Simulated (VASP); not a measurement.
All values below come from PBEsol GGA, VASP's PBE PAW potentials (set 64) (plane waves; VASP).

VASP ran on this input.

**POSCAR**
```
Fe
1
   -1.3927093437     1.3927093437     1.3927093437
    1.3927093437    -1.3927093437     1.3927093437
    1.3927093437     1.3927093437    -1.3927093437
Fe
1
Direct
  0.0000000000   0.0000000000   0.0000000000
```

KPOINTS:
```
k-points along high-symmetry lines
15
Line-mode
Reciprocal
  0.000000   0.000000   0.000000 ! GAMMA
  0.500000  -0.500000   0.500000 ! H

  0.500000  -0.500000   0.500000 ! H
  0.000000  -0.000000   0.500000 ! N

  0.000000  -0.000000   0.500000 ! N
  0.000000   0.000000   0.000000 ! GAMMA

  0.000000   0.000000   0.000000 ! GAMMA
  0.250000   0.250000   0.250000 ! P

  0.250000   0.250000   0.250000 ! P
  0.500000  -0.500000   0.500000 ! H

  0.250000   0.250000   0.250000 ! P
  0.000000  -0.000000   0.500000 ! N
```

### INCAR
```
# general
SYSTEM  = Fe
PREC    = Accurate
ENCUT   = 520
LREAL   = .FALSE.
LASPH   = .TRUE.
ICHARG  = 11

# electronic loop
EDIFF   = 1E-7
NELM    = 100
ALGO    = Normal
LMAXMIX = 4

# smearing
ISMEAR  = 0
SIGMA   = 0.05

# functional
GGA     = PS

# spin
ISPIN   = 2
MAGMOM  = 2.1

# output
LWAVE   = .FALSE.
LCHARG  = .FALSE.
LORBIT  = 11
```

POTCAR, in this order: Fe (PBE.64 set). Program: vasp_std. Read from the step before: CHGCAR.

The run wrote:

File OSZICAR:
```
       N       E                     dE             d eps       ncg     rms          rms(c)
DAV:   1     0.164272186120E+02    0.16427E+02   -0.42113E+03  3328   0.111E+03
DAV:   2    -0.908281498421E+01   -0.25510E+02   -0.23406E+02  3307   0.134E+02
DAV:   3    -0.941766596804E+01   -0.33485E+00   -0.33416E+00  3819   0.205E+01
DAV:   4    -0.941900990581E+01   -0.13439E-02   -0.13438E-02  3617   0.115E+00
DAV:   5    -0.941902155247E+01   -0.11647E-04   -0.11647E-04  3535   0.914E-02
DAV:   6    -0.941902169704E+01   -0.14458E-06   -0.14373E-06  3516   0.998E-03
DAV:   7    -0.941902169832E+01   -0.12774E-08   -0.19542E-08  2949   0.110E-03
   1 F= -.94190217E+01 E0= -.94175187E+01  d E =-.300594E-02  mag=     2.1105
```

**OUTCAR**
```



 magnetization (x)

# of ion       s       p       d       tot
------------------------------------------
    1       -0.006  -0.026   2.138   2.105
```
(Selected blocks of OUTCAR.)

**OUTCAR**
```
 val. band max:        6.4091407080   @ k =   0.0000   0.0000   0.4643

 cond. band min:       6.4119508759   @ k =   0.5000  -0.5000   0.5000



 spin component 1

 k-point     1 :       0.0000    0.0000    0.0000
  band No.  band energies     occupation
      1      -2.6235      1.00000
      2       3.7849      1.00000
      3       3.7849      1.00000
      4       3.7849      1.00000
      5       5.1517      1.00000
      6       5.1517      1.00000
      7      31.6171      0.00000
      8      31.6171      0.00000
      9      31.6171      0.00000

 k-point     2 :       0.0357   -0.0357    0.0357
  band No.  band energies     occupation
      1      -2.5131      1.00000
      2       3.7837      1.00000
      3       3.7837      1.00000
      4       3.8163      1.00000
      5       5.0993      1.00000
      6       5.1724      1.00000
      7      30.9154      0.00000
      8      31.5407      0.00000
      9      31.5407      0.00000

 k-point     3 :       0.0714   -0.0714    0.0714
  band No.  band energies     occupation
      1      -2.1873      1.00000
      2       3.7837      1.00000
      3       3.7837      1.00000
      4       3.9090      1.00000
      5       4.9443      1.00000
      6       5.2328      1.00000
      7      29.5409      0.00000
      8      31.1740      0.00000
      9      31.1740      0.00000

 k-point     4 :       0.1071   -0.1071    0.1071
  band No.  band energies     occupation
      1      -1.6631      1.00000
      2       3.7955      1.00000
      3       3.7955      1.00000
      4       4.0590      1.00000
      5       4.6942      1.00000
      6       5.3296      1.00000
      7      28.1315      0.00000
      8      30.2720      0.00000
      9      30.2720      0.00000

 k-point     5 :       0.1429   -0.1429    0.1429
  band No.  band energies     occupation
      1      -0.9735      1.00000
      2       3.8339      1.00000
...
```

The density is held fixed in this step, so its total energy and stress have no physical meaning.

The compound is Fe in the bcc structure. It was relaxed first, which changed the volume by -9 %.
